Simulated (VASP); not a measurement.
A run of VASP 6.6.1 is set up as follows.

File INCAR:

```
SYSTEM = HfMg3
PREC = Accurate
ENCUT = 520
EDIFF = 1E-7
ISMEAR = -1
SIGMA = 0.02
LREAL = .FALSE.
LASPH = .TRUE.
NELM = 100
ALGO = Normal
ISIF = 2
LWAVE = .FALSE.
LCHARG = .FALSE.
GGA = CA
NBANDS = 16
```

Contents of KPOINTS:

```
regular mesh
0
G
  2 2 2
  0 0 0
```

The input POSCAR:

```
HfMg3
1.0
    4.4334000000      0.0000000000      0.0000000000
    0.0000000000      4.4334000000      0.0000000000
    0.0000000000      0.0000000000      4.4334000000
Mg Hf
3 1
Direct
    0.5000000000      0.5000000000      0.0000000000
    0.5000000000      0.0000000000      0.5000000000
    0.0000000000      0.5000000000      0.5000000000
    0.0000000000      0.0000000000      0.0000000000
```

Potentials or basis: VASP PAW LDA potentials, release 64 (Mg, Hf_pv).

The run is started by

```sh
$ cat potpaw_LDA.64/Mg/POTCAR potpaw_LDA.64/Hf_pv/POTCAR > POTCAR
$ mpirun -np 1 vasp_std > vasp.out
```

**Question.** What does it give for the band gap on the k mesh?

**Answer.** None (metal or under the smearing width).

**Question.** Estimate the pressure.

**Answer.** -3.5 GPa.

Caveat: the k mesh is coarse (spacing up to 0.71 Å⁻¹), so the values aren't converged. The run has no spin-orbit coupling, so splittings on Hf are missing.
